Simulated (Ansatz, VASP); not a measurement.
## Ta (Ta(100)): VASP beside Ansatz

One calculation is typed for both programs; each brings its own data sets. How far apart do they land? The cell is taken from a series of runs on this material, whose earlier steps may have relaxed, scaled, displaced or heated it; both programs get it as it stands.

Program: Ansatz 0.2.0. Level of theory: plane waves, with VASP 6.6.1 beside it; PBE. Results are calculated unless marked as measured.

## Step 1: Set-up

The cell holds 8 atoms: 8 Ta. Cell: a = 3.310 Å, b = 3.310 Å, c = 29.585 Å, α = 90.0°, β = 90.0°, γ = 90.0°. Vacuum lies along c.

As a file:

```cif
data_structure
_symmetry_space_group_name_H-M 'P 1'
_symmetry_Int_Tables_number 1
_cell_length_a 3.3100
_cell_length_b 3.3100
_cell_length_c 29.5850
_cell_angle_alpha 90.000
_cell_angle_beta 90.000
_cell_angle_gamma 90.000
_cell_volume 324.14
loop_
_atom_site_label
_atom_site_type_symbol
_atom_site_fract_x
_atom_site_fract_y
_atom_site_fract_z
_atom_site_occupancy
Ta1 Ta 0.50000 0.50000 0.30421 1
Ta2 Ta 0.00000 0.00000 0.36015 1
Ta3 Ta 0.50000 0.50000 0.41609 1
Ta4 Ta 0.00000 0.00000 0.47203 1
Ta5 Ta 0.50000 0.50000 0.52797 1
Ta6 Ta 0.00000 0.00000 0.58391 1
Ta7 Ta 0.50000 0.50000 0.63985 1
Ta8 Ta 0.00000 0.00000 0.69579 1
```

## Step 2: VASP: single point, PBE, pair 1

A single point takes one fixed geometry, so differences don't come from the geometry; what else differs is listed under the comparison.

Lines of VASP's logs that name or quote its potential files are left out, and so is its time.

INCAR reads:

```
SYSTEM = Ta
PREC = Accurate
ENCUT = 400
EDIFF = 1E-06
NELM = 120
ISMEAR = -1
SIGMA = 0.1
LREAL = .FALSE.
ALGO = Normal
GGA = PE
NBANDS = 54
LASPH = .TRUE.
LORBIT = 11
LWAVE = .FALSE.
LCHARG = .FALSE.
ISIF = 2
LDIPOL = .TRUE.
IDIPOL = 3
DIPOL = 0.5 0.5 0.5
LVHAR = .TRUE.
GGA_COMPAT = .FALSE.
NELMDL = -8
KPAR = 4
```

POSCAR reads:

```
Ta
1.0
    3.3100000000      0.0000000000      0.0000000000
    0.0000000000      3.3100000000      0.0000000000
    0.0000000000      0.0000000000     29.5850000000
Ta
8
Direct
    0.5000000000      0.5000000000      0.3042082136
    1.0000000000      1.0000000000      0.3601487240
    0.5000000000      0.5000000000      0.4160892344
    1.0000000000      1.0000000000      0.4720297448
    0.5000000000      0.5000000000      0.5279702552
    1.0000000000      1.0000000000      0.5839107656
    0.5000000000      0.5000000000      0.6398512760
    1.0000000000      1.0000000000      0.6957917864
```

KPOINTS reads:

```
Automatic mesh
0
Gamma
12 12 1
0 0 0
```

The projector-augmented-wave data sets are Ta_pv (PBE family, release 64).

Launch:

```
$ mpirun -np 4 vasp_std
```

Numbers of over 12 decimals in the logs are rounded to 6 here.

Output:

```text
[banner, memory and clock lines left out]
running    4 mpi-ranks, on    1 nodes
 distrk:  each k-point on    1 cores,    4 groups
 distr:  one band on    1 cores,    1 groups

 POSCAR found type information on POSCAR Ta
 POSCAR found :  1 types and       8 ions
 LDA part: xc-table for (Slater+PW92), standard interpolation
 POSCAR, INCAR and KPOINTS ok, starting setup
 FFT: planning ... GRIDC
 FFT: planning ... GRID_SOFT
 FFT: planning ... GRID
 WAVECAR not read
 entering main loop
       N       E                     dE             d eps       ncg     rms          rms(c)
DAV:   1     0.709407895732E+03    0.70941E+03   -0.45259E+04  3800   0.122E+03
DAV:   2    -0.649678706640E+02   -0.77438E+03   -0.75835E+03  3502   0.375E+02
DAV:   3    -0.990329045832E+02   -0.34065E+02   -0.32985E+02  3890   0.681E+01
DAV:   4    -0.100448883844E+03   -0.14160E+01   -0.13959E+01  4120   0.124E+01
DAV:   5    -0.100492369194E+03   -0.43485E-01   -0.43241E-01  4106   0.197E+00
DAV:   6    -0.100493887391E+03   -0.15182E-02   -0.15122E-02  4184   0.344E-01
DAV:   7    -0.100493981823E+03   -0.94432E-04   -0.94288E-04  4092   0.655E-02
DAV:   8    -0.100493987757E+03   -0.59344E-05   -0.59300E-05  3520   0.133E-02    0.366E+01
DAV:   9    -0.142186181494E+03   -0.41692E+02   -0.31554E+02  4314   0.610E+01    0.295E+01
DAV:  10    -0.113232692001E+03    0.28953E+02   -0.72051E+02  4334   0.507E+01    0.243E+01
DAV:  11    -0.997318213571E+02    0.13501E+02   -0.13820E+02  3874   0.303E+01    0.130E+01
DAV:  12    -0.935925998316E+02    0.61392E+01   -0.22433E+01  4096   0.149E+01    0.743E+00
DAV:  13    -0.920043614185E+02    0.15882E+01   -0.40732E+00  4126   0.759E+00    0.486E+00
DAV:  14    -0.916512962204E+02    0.35307E+00   -0.46311E-01  4016   0.288E+00    0.408E+00
[...]
DAV:  26    -0.909425388668E+02   -0.18374E-04   -0.53202E-06  2864   0.970E-03    0.212E-03
DAV:  27    -0.909425566371E+02   -0.17770E-04   -0.28724E-06  2332   0.471E-03    0.145E-03
DAV:  28    -0.909425595664E+02   -0.29293E-05   -0.49843E-07  2214   0.250E-03    0.725E-04
DAV:  29    -0.909425627565E+02   -0.31901E-05   -0.35007E-07  2140   0.216E-03    0.450E-04
DAV:  30    -0.909425647008E+02   -0.19443E-05   -0.18025E-07  2076   0.973E-04    0.501E-04
DAV:  31    -0.909425658940E+02   -0.11931E-05   -0.90712E-08  1970   0.113E-03    0.364E-04
DAV:  32    -0.909425670586E+02   -0.11646E-05   -0.51622E-08  1930   0.620E-04    0.110E-04
DAV:  33    -0.909425678921E+02   -0.83352E-06   -0.22668E-08  1888   0.354E-04
   1 F= -.90942568E+02 E0= -.90793911E+02  d E =-.297314E+00
```

From OUTCAR (step 2):

```text
ion  position               nearest neighbor table
   1  0.500  0.500  0.304-   2 2.87   2 2.87   2 2.87   2 2.87   3 3.31
   2  0.000  0.000  0.360-   1 2.87   3 2.87   1 2.87   3 2.87   1 2.87   3 2.87   1 2.87   3 2.87
                             4 3.31
   3  0.500  0.500  0.416-   2 2.87   4 2.87   2 2.87   4 2.87   2 2.87   4 2.87   2 2.87   4 2.87
                             1 3.31   5 3.31
   4  0.000  0.000  0.472-   3 2.87   3 2.87   3 2.87   3 2.87   5 2.87   5 2.87   5 2.87   5 2.87
                             2 3.31   6 3.31
   5  0.500  0.500  0.528-   6 2.87   6 2.87   6 2.87   6 2.87   4 2.87   4 2.87   4 2.87   4 2.87
                             7 3.31   3 3.31
   6  0.000  0.000  0.584-   5 2.87   7 2.87   5 2.87   7 2.87   5 2.87   7 2.87   5 2.87   7 2.87
                             8 3.31   4 3.31
   7  0.500  0.500  0.640-   6 2.87   8 2.87   6 2.87   8 2.87   6 2.87   8 2.87   6 2.87   8 2.87
                             5 3.31
   8  0.000  0.000  0.696-   7 2.87   7 2.87   7 2.87   7 2.87   6 3.31

  LATTYP: Found a simple tetragonal cell.
 ALAT       =     3.3100000000
 C/A-ratio  =     8.9380664653

 Subroutine GETGRP returns: Found 16 space group operations
 (whereof  8 operations were pure point group operations)

The static configuration has the point symmetry C_4v.
 The point group associated with its full space group is D_4h.

 Found     28 irreducible k-points:

   k-points           NKPTS =     28   k-points in BZ     NKDIM =     28   number of bands    NBANDS=     54

   dimension x,y,z NGX =    24 NGY =   24 NGZ =  196
   dimension x,y,z NGXF=    48 NGYF=   48 NGZF=  392

   ENCUT  =  400.0 eV  29.40 Ry    5.42 a.u.   5.40  5.40 48.25*2*pi/ulx,y,z

   NELECT =      88.0000    total number of electrons

 k-points in reciprocal lattice and weights: Automatic mesh
   0.00000000  0.00000000  0.00000000       0.007
   0.08333333  0.00000000  0.00000000       0.028
   0.16666667  0.00000000  0.00000000       0.028
   0.25000000  0.00000000  0.00000000       0.028
   0.33333333  0.00000000  0.00000000       0.028
   0.41666667  0.00000000  0.00000000       0.028
   0.50000000  0.00000000  0.00000000       0.014
   0.08333333  0.08333333  0.00000000       0.028
   0.16666667  0.08333333  0.00000000       0.056
[...]
0.50000000  0.41666667  0.00000000       0.028
   0.50000000  0.50000000  0.00000000       0.007

 dipolmoment           0.000000      0.000000      0.000000 electrons x Angstroem

 average (electrostatic) potential at core
       1 -42.7622       2 -41.7297       3 -41.5639       4 -41.4946       5 -41.4946
       6 -41.5639       7 -41.7297       8 -42.7622

 E-fermi :   0.4462

 k-point     1 :       0.0000    0.0000    0.0000
  band No.  band energies     occupation
    ...
     35      -2.2183      2.00000
     36      -1.2564      2.00000
     37      -0.0546      1.98672
     38       0.3649      1.38565
     39       0.3887      1.27972
     40       0.9409      0.01412
     41       0.9409      0.01412
     42       0.9711      0.01046
     43       0.9711      0.01046
     44       1.1322      0.00210
    ...

 k-point     2 :       0.0833    0.0000    0.0000
  band No.  band energies     occupation
    ...
     35      -2.1307      2.00000
     36      -1.2397      2.00000
     37      -0.1774      1.99609
     38       0.3218      1.55257
     39       0.3367      1.49867
     40       0.7068      0.13756
     41       0.7128      0.13005
     42       0.7401      0.10050
     43       0.9217      0.01707
     44       0.9821      0.00936
    ...

 k-point     3 :       0.1667    0.0000    0.0000
  band No.  band energies     occupation
    ...
     39       0.2146      1.82034
     40       0.2358      1.78265
     41       0.2593      1.73272
     42       0.4975      0.74892
     43       0.5260      0.62085
     44       0.6134      0.31635
     45       0.8983      0.02152
     46       1.2047      0.00102
     47       1.2186      0.00088
     48       1.3474      0.00024
    ...

  Total       -5.3685660     -5.3685660     -3.2169457      0.0000000      0.0000000      0.0000000
  in kB      -26.5363580    -26.5363580    -15.9010849      0.0000000      0.0000000      0.0000000
  external PRESSURE =     -22.9912670 kB  Pullay stress =       0.0000000 kB

  energy-cutoff  :      400.00
  volume of cell :      324.14
      direct lattice vectors                 reciprocal lattice vectors
     3.310000000  0.000000000  0.000000000     0.302114804  0.000000000  0.000000000
     0.000000000  3.310000000  0.000000000     0.000000000  0.302114804  0.000000000
     0.000000000  0.000000000 29.585000000     0.000000000  0.000000000  0.033800913

 POSITION                                       TOTAL-FORCE (eV/Angst)
 -----------------------------------------------------------------------------------
      1.65500      1.65500      9.00000        -0.000000      0.000000      1.246900
      0.00000      0.00000     10.65500        -0.000000      0.000000     -1.216489
      1.65500      1.65500     12.31000        -0.000000      0.000000     -0.347629
      0.00000      0.00000     13.96500        -0.000000      0.000000      0.288183
      1.65500      1.65500     15.62000         0.000000     -0.000000     -0.288183
      0.00000      0.00000     17.27500        -0.000000      0.000000      0.347629
      1.65500      1.65500     18.93000        -0.000000      0.000000      1.216489
      0.00000      0.00000     20.58500        -0.000000     -0.000000     -1.246900
 -----------------------------------------------------------------------------------
    total drift:                                0.000000     -0.000000      0.000000

  FREE ENERGIE OF THE ION-ELECTRON SYSTEM (eV)
  ---------------------------------------------------
  free  energy   TOTEN  =       -90.9425678921 eV

  energy  without entropy=      -90.6452535702  energy(sigma->0) =      -90.79391073

 vacuum level on the upper side and lower side of the slab         4.442         4.442

 total charge
# of ion       s       p       d       tot
------------------------------------------
    1        0.372   6.066   2.253   8.691
    2        0.373   6.172   2.356   8.900
    3        0.367   6.173   2.377   8.917
    4        0.369   6.171   2.380   8.920
    5        0.369   6.171   2.380   8.920
    6        0.367   6.173   2.377   8.917
    7        0.373   6.172   2.356   8.900
    8        0.372   6.066   2.253   8.691
--------------------------------------------------
tot          2.963  49.163  18.731  70.857

[... 3 further parts left out ...]
```

## Step 3: Ansatz: single point, PBE, pair 1

Ansatz runs on its default PAW (the set named soft_2) files.

The same cell, functional, mesh and smearing now go to Ansatz, which takes its cutoff from its data sets.

input.yaml reads:

```yaml
crystal:
  lattice:
    - [3.31, 0.0, 0.0]
    - [0.0, 3.31, 0.0]
    - [0.0, 0.0, 29.585]
  atoms:
    - { symbol: Ta, position: [0.5, 0.5, 0.3042082136] }
    - { symbol: Ta, position: [0.0, 0.0, 0.360148724] }
    - { symbol: Ta, position: [0.5, 0.5, 0.4160892344] }
    - { symbol: Ta, position: [0.0, 0.0, 0.4720297448] }
    - { symbol: Ta, position: [0.5, 0.5, 0.5279702552] }
    - { symbol: Ta, position: [0.0, 0.0, 0.5839107656] }
    - { symbol: Ta, position: [0.5, 0.5, 0.639851276] }
    - { symbol: Ta, position: [0.0, 0.0, 0.6957917864] }
kpoints:
  mp_grid: { grid: [12, 12, 1] }
hamiltonian:
  xc: pbe
scf:
  occupations: { method: fermi_dirac, width: 0.1 }
  convergence: { dr2_threshold: 1.0e-09 }
efield:
  axis: 3
  dipole_correction: true
  ramp_position: 0.97
  ramp_width: 0.06
output:
  write_potential: true
  write_density: true
  volumetric_format: npy
```

Launch:

```
$ ansatz run input.yaml --threads 2 --pin off --max-ram 3072MiB --backend cpu --events-out ev --progress --plain --runs-dir out
```

Output:

```text
Engine: ansatz 0.2.0, aarch64-unknown-linux-gnu
Pseudopotentials: kind: paw
Pseudopotential: Ta, paw, valence charge 13, recommended cutoff 420 eV (normal), Ta.paw.azcp
Functional definition: PBE
  parameter kappa = 0.804
  parameter beta = 0.066725
  exchange = pbe_x(kappa = kappa, mu = beta*pi^2/3)
  correlation = pbe_c(beta = beta)
Crystal: 8 atoms, lattice volume = 324.136 Å³
Basis set: ecut = 420 eV, 6419 PW (Γ)
Bands: 63, of which v1, the nominal top of the filled ones, is band 52 counted from 1 (51 counted from 0)
Symmetry: 8 space group operations
k-points: 28 of 144
Non-local potential: Ta, projectors of the file, l = 0: 3, l = 1: 2, l = 2: 2, l = 3: 1
PAW form: soft (Blöchl's): semilocal exchange-correlation on the pseudo side does not see the compensation charge
PAW one-centre angular grid: Ta, 590 points (default); XC on 64 Gauss nodes
Initial density: superposition of atomic densities (neutral atoms: chi_scale 0, normalization atom), corrected by the library's trained network
Initial wavefunctions: pseudopotential atomic-orbital guess
Functional: x = pbe(κ = 0.804, μ = 0.219515), c = pbe(β = 0.066725)
SCF iter   1: F=—  HF=-79454.618833 eV  |F-HF|=—  |Δ(HF+E_count)|=         —  Δρ=9.63e-3  dr2=9.61e0  ethr=1.77e-3  p=0.000 e·Å  D=8.76e-14 V/Å  ΔV_dip=-0.00 eV  dr2_dipole=3.43e-7  V_vac-E_F(+/−)=4.30/4.30 eV  ⟨swp⟩=8.8  Hψ=8455  notcnv=0
efield: sawtooth ramp at fractional position 0.9700 (set: `efield.ramp_position`, or a place that a band, a saddle search or an elastic batch's reference lends), width 0.0600; the density the first Hamiltonian is built on has a dipole p = 0.000 e·Å; the dipole correction subtracts the counter field D = 8.76e-14 V/Å, which shifts the + side's vacuum level by -0.00 eV against the − side's; the planar-averaged density in the ramp window peaks in size at 2.9e-5 e/Å³
preconditioner: auto → LDOS  [metal: Δε(μ)=0.038 eV  Ē_g=3.702 eV  σ=0.100 eV  W_gap=0.09  n_scr=64 (ndim 8)  ℏωp=13.0 eV  f_vac=0.478  D(μ)=7.95/eV (n_scr^D=54)  β→1.0]
SCF iter   2: F=—  HF=-79454.464231 eV  |F-HF|=—  |Δ(HF+E_count)|=   1.55e-1  Δρ=5.04e-3  dr2=1.40e0  ethr=1.77e-3  p=0.000 e·Å  D=7.10e-6 V/Å  ΔV_dip=-0.00 eV  dr2_dipole=8.07e-8  V_vac-E_F(+/−)=3.84/3.84 eV  ⟨swp⟩=3.6  Hψ=2557  notcnv=0
SCF iter   3: F=—  HF=-79454.428457 eV  |F-HF|=—  |Δ(HF+E_count)|=   3.58e-2  Δρ=8.43e-4  dr2=3.79e-2  ethr=1.35e-3  p=0.000 e·Å  D=1.54e-5 V/Å  ΔV_dip=-0.00 eV  dr2_dipole=1.30e-7  V_vac-E_F(+/−)=3.99/3.99 eV  ⟨swp⟩=1.9  Hψ=1941  notcnv=0
SCF iter   4: F=—  HF=-79454.429496 eV  |F-HF|=—  |Δ(HF+E_count)|=   1.04e-3  Δρ=2.28e-4  dr2=5.03e-4  ethr=3.64e-5  p=0.000 e·Å  D=5.65e-6 V/Å  ΔV_dip=-0.00 eV  dr2_dipole=5.05e-10  V_vac-E_F(+/−)=3.98/3.98 eV  ⟨swp⟩=1.8  Hψ=1985  notcnv=0
SCF iter   5: F=—  HF=-79454.429536 eV  |F-HF|=—  |Δ(HF+E_count)|=   4.00e-5  Δρ=9.41e-5  dr2=1.71e-4  ethr=4.84e-7  p=0.000 e·Å  D=2.86e-6 V/Å  ΔV_dip=-0.00 eV  dr2_dipole=7.48e-10  V_vac-E_F(+/−)=3.99/3.99 eV  ⟨swp⟩=3.3  Hψ=3057  notcnv=0
SCF iter   6: F=—  HF=-79454.429547 eV  |F-HF|=—  |Δ(HF+E_count)|=   1.16e-5  Δρ=4.29e-5  dr2=6.32e-5  ethr=1.65e-7  p=0.000 e·Å  D=9.72e-7 V/Å  ΔV_dip=-0.00 eV  dr2_dipole=2.56e-11  V_vac-E_F(+/−)=3.99/3.99 eV  ⟨swp⟩=2.2  Hψ=2429  notcnv=0
SCF iter   7: F=—  HF=-79454.429549 eV  |F-HF|=—  |Δ(HF+E_count)|=   2.18e-6  Δρ=9.02e-6  dr2=2.07e-6  ethr=6.07e-8  p=0.000 e·Å  D=4.88e-7 V/Å  ΔV_dip=-0.00 eV  dr2_dipole=2.73e-11  V_vac-E_F(+/−)=3.99/3.99 eV  ⟨swp⟩=1.3  Hψ=1789  notcnv=0
SCF iter   8: F=—  HF=-79454.429454 eV  |F-HF|=—  |Δ(HF+E_count)|=   9.57e-5  Δρ=2.22e-6  dr2=3.05e-8  ethr=1.99e-9  p=0.000 e·Å  D=1.17e-7 V/Å  ΔV_dip=-0.00 eV  dr2_dipole=2.09e-12  V_vac-E_F(+/−)=4.00/4.00 eV  ⟨swp⟩=2.4  Hψ=2469  notcnv=0
SCF iter   9: F=—  HF=-79454.429454 eV  |F-HF|=—  |Δ(HF+E_count)|=   1.91e-8  Δρ=5.59e-7  dr2=2.37e-9  ethr=2.94e-11  p=0.000 e·Å  D=6.28e-8 V/Å  ΔV_dip=-0.00 eV  dr2_dipole=4.74e-13  V_vac-E_F(+/−)=4.00/4.00 eV  ⟨swp⟩=3.0  Hψ=3600  notcnv=0
SCF iter  10: F=-79454.429454 eV  HF=-79454.429454 eV  |F-HF|=1.16e-10  |Δ(HF+E_count)|=  7.28e-10  Δρ=1.98e-7  dr2=3.76e-10  ethr=1.00e-12  p=0.000 e·Å  D=1.70e-9 V/Å  ΔV_dip=-0.00 eV  dr2_dipole=2.50e-13  V_vac-E_F(+/−)=4.00/4.00 eV  ⟨swp⟩=7.6  Hψ=5707  notcnv=0
SCF 1 converged in 10 iterations: F = -79454.429454 eV  dr2 = 3.76e-10
  greatest PAW one-centre occupation: 0.999 electrons in one spin orbital (limit 2), on the Ta atom at site 3 (counted from 0), in its partial waves of l = 0
WARN: The output density's exchange-correlation potential varies sharply where the density is thin. Do not read a vacuum level from v_tot or v_xc, or from such a field of the output density. On a cell that repeats whose density bears no net charge and no dipole along the vacuum's axis use v_es (v_loc + v_h of the components); under efield.dipole_correction with no amplitude use v_es + v_field, which holds any externa [...]
SCF converged after 10 iterations
Free energy (F): -79454.429454 eV
Harris-Foulkes:  -79454.429454 eV  (|F-HF|=1.16e-10)
Internal energy: -79454.132307 eV  (E = F + TS)
E sigma→0 (E₀):  -79454.280880 eV
Entropy (-TS):   -0.297147 eV (-37.143 meV/atom)
Fermi energy:    6.296801 eV
Dipole field:    D = 0.000001 V/Å  (p = 0.000001 e·Å, saw-weighted, corrected)
Work function:   Φ+ = 3.9969 eV   Φ− = 3.9970 eV
Levels:          The Fermi level and band energies are counted from a zero that moves with the ramp; work functions are not
--- Per-component energies (eV) ---
  E_band       = -2134.808974
  E_kinetic    = 2913.895346
  E_local      = -139411.590766  (includes V_loc(G=0)·N_el)
  E_nonlocal   = 116.931683
  E_hartree    = 68384.846912
  E_xc         = -1740.453108
  E_vxc        = -1622.683537  (∫ρ·V_xc dr)
  E_paw        = -67171.212305  (= ΣΔE_a)
  E_vpaw       = -901.062942  (= ΣTr[D̂ρ^β])
  E_aug_tail   = 0.001118  (compensation charges beyond the density's cutoff)
  E_efield     = 0.000000  (sawtooth field / dipole correction)
  E_vefield    = 0.000000  (∫n·V_field dr)
  E_ewald      = 57453.448814
  E_smearing   = -0.297147  (= −TS)
  E_closure    = -0.000000  (closes the sum)
  Σ components = -79454.429454   (vs F -79454.429454, Δ=0.00e0)
--- Band table (eV; the first three rows and the last of 28) ---
  k-point 0: bands = [... 48 lower, 6.7917, 6.8220, 6.8220, 6.9831, 6.9831, 7.0738, 7.1587, 7.2180, ... 7 higher]
  k-point 1: bands = [... 48 lower, 6.5629, 6.5909, 6.7736, 6.8328, 6.8867, 6.9461, 7.0098, 7.2012, ... 7 higher]
  k-point 2: bands = [... 48 lower, 6.1108, 6.3484, 6.3766, 6.4650, 6.7490, 7.0561, 7.0700, 7.1980, ... 7 higher]
  k-point 27: bands = [... 48 lower, 5.3843, 5.3843, 6.1749, 6.1749, 7.1546, 7.1546, 8.4676, 8.4676, ... 7 higher]
```

## Step 4: Differences

Known differences besides the potentials themselves: the data sets hold 104 valence electrons in Ansatz (on its default PAW (the set named soft_2) files) and 88 in VASP; the cutoff is 420 eV in Ansatz and 400 eV in VASP. Total energies have different zeros and are not compared.

Compared:

```
                                   quantity  Ansatz  VASP  difference
 work function, lower of the two faces (eV)    4.00  4.00        0.00
work function, higher of the two faces (eV)    4.00  4.00        0.00
```

Where the cell holds vacuum, a pressure given here is an average over it and none of the material.

(Part 1 of 2 ends here.)

[Lines on the potential files, build, host, timing and source positions are cut from VASP's logs without a mark.]

[Logs are printed without paths, hosts, clocks, repeated set-up lines and the standing remarks that a program may print on its own settings, such as how far it seeks lower states.]

[Hosts, paths, dates, database ids (printed as entryN), source tags and the programs' standing remarks are cut or masked in the printed files.]
